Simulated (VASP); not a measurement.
```
YB2
1.0
    3.27053     0.00000     0.00000
   -1.63526     2.83236     0.00000
    0.00000     0.00000     3.82692
Y B
1 2
Direct
  0.00000   0.00000   0.00000
  0.33333   0.66667   0.50000
  0.66667   0.33333   0.50000
```

Computed with PBEsol GGA, VASP's PBE PAW potentials (set 64) (plane waves; VASP 6.6.1). Run with 520 eV cut-off, 12×12×9 Γ-centred mesh, tetrahedra with Blöchl corrections, potentials Y_sv B.

The cores are frozen, which limits the accuracy of field gradients.

Task: Give the principal components of the electric field gradient (V/Å²) and the asymmetry η at each nucleus.

Result: 
```
atom   Vxx   Vyy  Vzz     η
----  ----  ----  ---  ----
Y1    -2.3  -2.3  4.5  0.00
B2    -2.6  -2.6  5.3  0.00
B3    -2.6  -2.6  5.3  0.00
```

The structure comes from a computed database's YB2 entry (P6/mmm); how it stands against other phases isn't given here. It was relaxed first.
